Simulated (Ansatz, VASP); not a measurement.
# ScAgPd (ScAgPd in the AlB2 type) in two plane-wave programs

Aim: how closely do two programs agree when they are given the same cell, functional and k mesh? The cell is generated by rule, not measured, and may not be a known phase. The cell is taken from a series of runs on this material, whose earlier steps may have relaxed, scaled, displaced or heated it; both programs get it as it stands.

Calculated with Ansatz 0.2.0; plane waves, with VASP 6.6.1 beside it; relaxation of cell and atoms at LDA.

The structure was built from a prototype and need not be the compound's stable phase.

## 1. Starting point

It takes space group P-6m2 (No. 187, hexagonal). The conventional cell has a = 4.514 Å, b = 4.514 Å, c = 2.857 Å, α = 90.00°, β = 90.00°, γ = 120.00°. Nearest to Sc lie 2 Sc at 2.86 Å and 6 Pd at 2.97 Å and 6 Ag at 2.97 Å. Nearest to Ag lie 3 Pd at 2.61 Å and 2 Ag at 2.86 Å and 6 Sc at 2.97 Å. Nearest to Pd lie 3 Ag at 2.61 Å and 2 Pd at 2.86 Å and 6 Sc at 2.97 Å. Farther neighbours are not listed.

## 2. Ansatz: relaxation of cell and atoms, LDA

Ansatz runs on its PAW soft_1 files.

The relaxed volume is the usual yardstick between codes: in a stiff, nearly cubic crystal its relative difference is about their pressure difference at one cell divided by the bulk modulus.

input.yaml reads:

```yaml
crystal:
  lattice:
    - [4.5141379499, -3.2833e-06, 0.0]
    - [-2.2570661316, 3.9093597825, 0.0]
    - [0.0, 0.0, 2.8570613979]
  atoms:
    - { symbol: Sc, position: [0.0, 0.0, 0.0] }
    - { symbol: Ag, position: [0.3333333333, 0.6666666667, 0.5] }
    - { symbol: Pd, position: [0.6666666667, 0.3333333333, 0.5] }
kpoints:
  mp_grid: { grid: [9, 9, 10] }
hamiltonian:
  xc: lda
  pseudopotentials: { kind: paw, azcp: { folder: soft_1 }, xc_functional: pbe }
scf:
  occupations: { method: methfessel_paxton, width: 0.2 }
output:
  forces: true
  stress: true
  eigenvalues: true
relax:
  adjacent_minimum: "off"
  f_tol: 0.001
  max_steps: 60
  cell: { stress_tol: 0.01 }
```

Started as:

```
ansatz run input.yaml --threads 4 --pin off --max-ram 12288MiB --backend cpu --events-out ev --progress --plain --runs-dir out
```

Numbers of over 12 decimals in the logs are rounded to 6 here.

The log of the run:

```text
Engine: ansatz 0.2.0, aarch64-unknown-linux-gnu
Pseudopotentials: kind: paw
Pseudopotential: Sc, paw, valence charge 11, recommended cutoff 420 eV (normal), soft_1/Sc.paw.azcp
Pseudopotential: Ag, paw, valence charge 19, recommended cutoff 420 eV (normal), soft_1/Ag.paw.azcp
Pseudopotential: Pd, paw, valence charge 18, recommended cutoff 420 eV (normal), soft_1/Pd.paw.azcp
Functional definition: SPW92
  exchange = slater_x
  correlation = pw_c
Crystal: 3 atoms, lattice volume = 50.420 Å³
Basis set: ecut = 420 eV, 963 PW (Γ)
Bands: 29, of which v1, the nominal top of the filled ones, is band 24 counted from 1 (23 counted from 0)
Symmetry: 12 space group operations
Space group: P-6m2 (ITA 187), of the structure as read, at distance tolerance 3.7e-5 Å
k-points: 72 of 810 (time reversal used)
Non-local potential: Sc, projectors of the file, l = 0: 3, l = 1: 2, l = 2: 3, l = 3: 1
Non-local potential: Ag, projectors of the file, l = 0: 3, l = 1: 2, l = 2: 2, l = 3: 1
Non-local potential: Pd, projectors of the file, l = 0: 2, l = 1: 2, l = 2: 2, l = 3: 1
PAW form: soft (Blöchl's): semilocal exchange-correlation on the pseudo side does not see the compensation charge
PAW frozen core: Sc, regenerated for the run's functional, and the local potential with it (the file was generated under x = pbe(κ = 0.804, μ = 0.219515), c = pbe(β = 0.066725))
PAW frozen core: Ag, regenerated for the run's functional, and the local potential with it (the file was generated under x = pbe(κ = 0.804, μ = 0.219515), c = pbe(β = 0.066725))
PAW frozen core: Pd, regenerated for the run's functional, and the local potential with it (the file was generated under x = pbe(κ = 0.804, μ = 0.219515), c = pbe(β = 0.066725))
PAW one-centre angular grid: Sc, 590 points (default); XC on 64 Gauss nodes
PAW one-centre angular grid: Ag, 590 points (default); XC on 64 Gauss nodes
PAW one-centre angular grid: Pd, 590 points (default); XC on 64 Gauss nodes
Initial density: superposition of atomic densities (chi_scale 0.1, normalization cell, long waves kept (reshape's long-wave potential 0.00 eV rms))
Initial wavefunctions: pseudopotential atomic-orbital guess
Functional: x = slater, c = lda
SCF iter   1: F=—  HF=-16414.039985 eV  |F-HF|=—  |Δ(HF+E_count)|=         —  Δρ=5.94e-1  dr2=3.68e2  ethr=3.10e-3  ⟨swp⟩=4.2  Hψ=6549  notcnv=0
preconditioner: auto → none  [metal: Δε(μ)=0.015 eV  Ē_g=4.854 eV  σ=0.200 eV  W_gap=0.07  n_scr=8 (ndim 8)  ℏωp=25.6 eV  f_vac=0.000  D(μ)=3.14/eV (n_scr^D=32)  sad-step TF]
SCF iter   2: F=—  HF=-16403.472496 eV  |F-HF|=—  |Δ(HF+E_count)|=    1.06e1  S|Δr|=    0.00e0  Δρ=4.57e-1  dr2=2.24e2  ethr=3.10e-3  ⟨swp⟩=2.3  Hψ=4711  notcnv=0  defer=6
SCF iter   3: F=—  HF=-16394.141250 eV  |F-HF|=—  |Δ(HF+E_count)|=    9.33e0  S|Δr|=    0.00e0  Δρ=9.84e-2  dr2=5.16e0  ethr=3.10e-3  ⟨swp⟩=3.4  Hψ=5615  notcnv=0  defer=1
SCF iter   4: F=—  HF=-16393.239108 eV  |F-HF|=—  |Δ(HF+E_count)|=   9.02e-1  S|Δr|=    0.00e0  Δρ=2.64e-2  dr2=3.52e-1  ethr=3.10e-3  ⟨swp⟩=2.0  Hψ=4745  notcnv=0  defer=7
SCF iter   5: F=—  HF=-16393.194051 eV  |F-HF|=—  |Δ(HF+E_count)|=   4.51e-2  S|Δr|=    0.00e0  Δρ=1.14e-2  dr2=1.23e-1  ethr=7.34e-4  ⟨swp⟩=2.1  Hψ=3261  notcnv=0  defer=7
SCF iter   6: F=—  HF=-16393.183258 eV  |F-HF|=—  |Δ(HF+E_count)|=   1.08e-2  S|Δr|=    0.00e0  Δρ=5.57e-3  dr2=3.44e-2  ethr=2.56e-4  ⟨swp⟩=1.2  Hψ=2096  notcnv=0  defer=7
SCF iter   7: F=—  HF=-16393.180082 eV  |F-HF|=—  |Δ(HF+E_count)|=   3.18e-3  S|Δr|=    0.00e0  Δρ=3.66e-3  dr2=1.35e-2  ethr=7.16e-5  ⟨swp⟩=1.1  Hψ=2090  notcnv=0  defer=7
SCF iter   8: F=—  HF=-16393.178425 eV  |F-HF|=—  |Δ(HF+E_count)|=   1.66e-3  S|Δr|=    0.00e0  Δρ=1.10e-3  dr2=1.44e-3  ethr=2.81e-5  ⟨swp⟩=1.5  Hψ=2123  notcnv=0  defer=7
SCF iter   9: F=—  HF=-16393.178255 eV  |F-HF|=—  |Δ(HF+E_count)|=   1.69e-4  S|Δr|=    0.00e0  Δρ=4.94e-4  dr2=2.52e-4  ethr=2.99e-6  ⟨swp⟩=1.5  Hψ=2132  notcnv=0  defer=7
SCF iter  10: F=—  HF=-16393.178222 eV  |F-HF|=—  |Δ(HF+E_count)|=   3.38e-5  S|Δr|=    0.00e0  Δρ=4.95e-5  dr2=2.20e-6  ethr=5.24e-7  ⟨swp⟩=2.0  Hψ=2531  notcnv=0  defer=7
SCF iter  11: F=—  HF=-16393.178208 eV  |F-HF|=—  |Δ(HF+E_count)|=   1.39e-5  S|Δr|=    0.00e0  Δρ=5.27e-6  dr2=2.91e-8  ethr=2.08e-10  ⟨swp⟩=4.2  Hψ=8878  notcnv=0
SCF iter  12: F=-16393.178208 eV  HF=-16393.178208 eV  |F-HF|=4.62e-10  |Δ(HF+E_count)|=   5.32e-9  S|Δr|=    0.00e0  Δρ=9.64e-7  dr2=5.28e-10  ethr=6.06e-11  ⟨swp⟩=2.0  Hψ=5625  notcnv=0
SCF 1 converged in 12 iterations: F = -16393.178208 eV  dr2 = 5.28e-10
  greatest PAW one-centre occupation: 1.001 electrons in one spin orbital (limit 2), on the Ag atom at site 1 (counted from 0), in its partial waves of l = 0
relax step   1: F+E_penalty+E_count = -16393.17820767 eV  Δ(F+E_penalty+E_count) = +0.000e0 eV  max|allowed force component| = 1.542e-17 eV/Å  Δτ_max = 0.0000 Å  P = -0.010 GPa  Ω = 50.420 Å³  (12 SCF iters, dr2 threshold 1.00e-7 eV, accepted)
[...]
relax step   2: F+E_penalty+E_count = -16393.17821389 eV  Δ(F+E_penalty+E_count) = -6.225e-6 eV  max|allowed force component| = 7.055e-17 eV/Å  Δτ_max = 0.0000 Å  P = +0.011 GPa  Ω = 50.419 Å³  energy of the carried Pulay correction = +1.149e-6 eV  (4 SCF iters, dr2 threshold 5.43e-9 eV, accepted)
[...]
relax step   3: F+E_penalty+E_count = -16393.17821237 eV  Δ(F+E_penalty+E_count) = +1.521e-6 eV  max|allowed force component| = 7.324e-17 eV/Å  Δτ_max = 0.0000 Å  P = -0.007 GPa  Ω = 50.426 Å³  energy of the carried Pulay correction = -4.742e-7 eV  (4 SCF iters, dr2 threshold 4.99e-10 eV, accepted)
[...]
relax step   4: F+E_penalty+E_count = -16393.17821470 eV  Δ(F+E_penalty+E_count) = -2.332e-6 eV  max|allowed force component| = 8.095e-17 eV/Å  Δτ_max = 0.0000 Å  P = -0.007 GPa  Ω = 50.426 Å³  stress off target by 7.30e-3 GPa  SCF on the basis re-selected at this cell (its energy is not comparable with the rows above)  (5 SCF iters)
basis re-selected at this cell: Δ(F+E_penalty+E_count) = -2.332e-6 eV, ΔP = -0.000 GPa vs the last step (what re-selecting the basis moved, of the pressure what is left beyond the Pulay correction that the steps carried, after the strain that the cell walked since its last selection, with what the two solves' SCF thresholds leave and, on support functions, any second-order correction that the steps lacked; it is no m [...]
SCF converged after 5 iterations
Stability not checked: this state was not tested for a lower state beside it, because cold or Methfessel-Paxton smearing, or corrected tetrahedra, fill the levels in a way that the test cannot read (fill_not_monotonic; see scf.lower_state_search)
Free energy (F): -16393.178215 eV
Harris-Foulkes:  -16393.178215 eV  (|F-HF|=0.00e0)
Internal energy: -16393.179716 eV  (E = F + TS)
E sigma→0 (E₀):  -16393.178590 eV
Entropy (-TS):   0.001502 eV (0.501 meV/atom)
Fermi energy:    16.292214 eV
--- Per-component energies (eV) ---
  E_band       = -563.009451
  E_kinetic    = 1127.669015
  E_local      = -5132.916022  (includes V_loc(G=0)·N_el)
  E_nonlocal   = 559.015878
  E_hartree    = 2235.915968
  E_xc         = -383.558051
  E_vxc        = -484.725044  (∫ρ·V_xc dr)
  E_paw        = -8450.640438  (= ΣΔE_a)
  E_vpaw       = -1103.885774  (= ΣTr[D̂ρ^β])
  E_aug_tail   = 0.000582  (compensation charges beyond the density's cutoff)
  E_ewald      = -6350.377114
  E_core_change = 1.710465  (= ΣΔE_core)
  E_smearing   = 0.001502  (= −TS)
  E_closure    = -0.000000  (closes the sum)
  Σ components = -16393.178215   (vs F -16393.178215, Δ=0.00e0)
--- Forces (eV/Å), atoms counted from 1 ---
  atom   1  Sc     0.00000000    -0.00000000     0.00000000
  atom   2  Ag    -0.00000000     0.00000000     0.00000000
  atom   3  Pd     0.00000000    -0.00000000    -0.00000000
  max |Σ_I F_I| component: 3.47e-17 eV/Å
--- Stress (GPa, compression-positive) ---
       -0.007185      -0.000000      -0.000000
       -0.000000      -0.007185       0.000000
       -0.000000       0.000000      -0.007297
  P = ⅓ Tr σ = -0.0072 GPa (-0.072 kbar)
--- Band table (eV; the first three rows and the last of 72) ---
  k-point 0: bands = [... 20 lower, 12.7874, 14.4767, 14.4767, 16.1286, 16.2372, 16.2372, 19.5970, 19.5970, ... 1 higher]
  k-point 1: bands = [... 20 lower, 12.8328, 14.2692, 14.2692, 16.3879, 16.5820, 16.5820, 19.3322, 19.3322, ... 1 higher]
  k-point 2: bands = [... 20 lower, 13.1977, 13.8714, 13.8714, 17.0858, 17.3304, 17.3304, 18.8160, 18.8160, ... 1 higher]
  k-point 71: bands = [... 20 lower, 13.7153, 14.7035, 15.5070, 16.7547, 16.8682, 17.1253, 17.9886, 19.7886, ... 1 higher]
--- Relaxed structure (3 steps of the walk, 3 accepted, 1 SCFs on fresh bases) ---
  F+E_penalty+E_count = -16393.17821470 eV   max|allowed force component| = 8.095e-17 eV/Å   (the final SCF, on the basis selected at the relaxed cell)
  cell:  # Å, volume = 50.4258 Å³
    - [4.513393, -3.2827171933413208e-6, 0]
    - [-2.256694, 3.908715, 0]
    - [0, 0, 2.858350]
  atoms:
    - { symbol: Sc, position: [0, 0, 0] }
    - { symbol: Ag, position: [0.333333, 0.666667, 0.5] }
    - { symbol: Pd, position: [0.666667, 0.333333, 0.5] }
```

## 3. VASP: relaxation of cell and atoms, LDA

The same cell, functional (in two slightly different forms), mesh and smearing now go to VASP, with its own data sets.

Lines of VASP's logs that name or quote its potential files are left out, and so is its time.

INCAR reads:

```
SYSTEM = ScAgPd
PREC = Accurate
ENCUT = 500
EDIFF = 1E-07
NELM = 120
ISMEAR = 1
SIGMA = 0.2
LREAL = .FALSE.
ALGO = Normal
GGA = CA
NBANDS = 22
LASPH = .TRUE.
LORBIT = 11
LWAVE = .FALSE.
LCHARG = .FALSE.
ISIF = 3
IBRION = 2
NSW = 80
EDIFFG = -0.005
GGA_COMPAT = .FALSE.
NELMIN = 4
KPAR = 2
```

POSCAR reads:

```
ScAgPd
1.0
    4.5141380000     -0.0000030000      0.0000000000
   -2.2570660000      3.9093600000      0.0000000000
    0.0000000000      0.0000000000      2.8570610000
Sc Ag Pd
1 1 1
Direct
    0.0000000000      0.0000000000      0.0000000000
    0.3333333333      0.6666666667      0.5000001750
    0.6666666667      0.3333333333      0.5000001750
```

KPOINTS reads:

```
Automatic mesh
0
Gamma
9 9 10
0 0 0
```

PAW data sets: Sc_sv, Ag and Pd (LDA family, release 64).

Started as:

```
mpirun -np 2 vasp_std
```

The log of the run:

```text
[banner, memory and clock lines left out]
running    2 mpi-ranks, on    1 nodes
 distrk:  each k-point on    1 cores,    2 groups
 distr:  one band on    1 cores,    1 groups

 POSCAR found type information on POSCAR ScAgPd
 POSCAR found :  3 types and       3 ions
 LDA part: xc-table for (Slater(with rela. corr.)+CA(PZ))
 , standard interpolation
 POSCAR, INCAR and KPOINTS ok, starting setup
 FFT: planning ... GRIDC
 FFT: planning ... GRID_SOFT
 FFT: planning ... GRID
 WAVECAR not read
 entering main loop
       N       E                     dE             d eps       ncg     rms          rms(c)
DAV:   1     0.277957719244E+03    0.27796E+03   -0.14618E+04  3192   0.153E+03
DAV:   2    -0.422020632792E+00   -0.27838E+03   -0.26416E+03  3258   0.429E+02
DAV:   3    -0.196667125637E+02   -0.19245E+02   -0.16285E+02  4908   0.108E+02
DAV:   4    -0.202131776296E+02   -0.54647E+00   -0.54163E+00  4466   0.184E+01
DAV:   5    -0.202169910641E+02   -0.38134E-02   -0.38098E-02  3930   0.126E+00    0.111E+01
DAV:   6    -0.185612701495E+02    0.16557E+01   -0.53677E+00  4578   0.318E+01    0.662E+00
DAV:   7    -0.184338637812E+02    0.12741E+00   -0.16064E+00  3826   0.132E+01    0.310E+00
DAV:   8    -0.183320990319E+02    0.10176E+00   -0.34388E-01  4918   0.761E+00    0.154E+00
DAV:   9    -0.183190541477E+02    0.13045E-01   -0.48986E-02  4800   0.278E+00    0.100E+00
DAV:  10    -0.183153140936E+02    0.37401E-02   -0.55503E-03  4606   0.828E-01    0.939E-02
DAV:  11    -0.183151914182E+02    0.12268E-03   -0.96326E-04  4752   0.304E-01    0.441E-02
DAV:  12    -0.183151755556E+02    0.15863E-04   -0.83320E-05  4478   0.128E-01    0.104E-02
DAV:  13    -0.183151756607E+02   -0.10520E-06   -0.57507E-06  4848   0.283E-02    0.399E-03
DAV:  14    -0.183151755770E+02    0.83792E-07   -0.46409E-07  3324   0.716E-03
   1 F= -.18315176E+02 E0= -.18315692E+02  d E =-.183152E+02
[...]
2 F= -.18315174E+02 E0= -.18315658E+02  d E =0.204668E-05
[...]
3 F= -.18315299E+02 E0= -.18315799E+02  d E =-.123015E-03
[...]
4 F= -.18315299E+02 E0= -.18315799E+02  d E =-.122939E-03
 curvature:  -0.24 expect dE=-0.407E-05 dE for cont linesearch -0.153E-07
 ZBRENT: accuracy reached
 trial: gam= 0.02208 g(F)=  0.221E-45 g(S)=  0.166E-04 ort = 0.559E-05 (trialstep = 0.897E+00)
 search vector abs. value=  0.171E-04
 bond charge predicted
       N       E                     dE             d eps       ncg     rms          rms(c)
DAV:   1    -0.183153686757E+02   -0.70118E-04   -0.26427E-03  3606   0.630E-01    0.445E-02
DAV:   2    -0.183153323770E+02    0.36299E-04   -0.15870E-04  4914   0.141E-01    0.277E-02
DAV:   3    -0.183153178534E+02    0.14524E-04   -0.47994E-05  4878   0.841E-02    0.168E-02
DAV:   4    -0.183153094364E+02    0.84170E-05   -0.16831E-05  3998   0.420E-02    0.458E-03
DAV:   5    -0.183153092881E+02    0.14827E-06   -0.14438E-06  4036   0.125E-02    0.286E-03
DAV:   6    -0.183153092773E+02    0.10809E-07   -0.75908E-08  1614   0.321E-03
   5 F= -.18315309E+02 E0= -.18315778E+02  d E =-.107615E-04
 trial-energy change:   -0.000011  1 .order   -0.000011   -0.000015   -0.000007
 step:   1.6362(harm=  1.6362)  dis= 0.00000  next Energy=   -18.315312 (dE=-0.137E-04)
 reached required accuracy - stopping structural energy minimisation
```

(Part 1 of 2 ends here.)

[Lines on the potential files, build, host, timing and source positions are cut from VASP's logs without a mark.]

[Logs are printed without paths, hosts, clocks, repeated set-up lines and the standing remarks that a program may print on its own settings, such as how far it seeks lower states.]

[Hosts, paths, dates, database ids (printed as entryN), source tags and the programs' standing remarks are cut or masked in the printed files.]
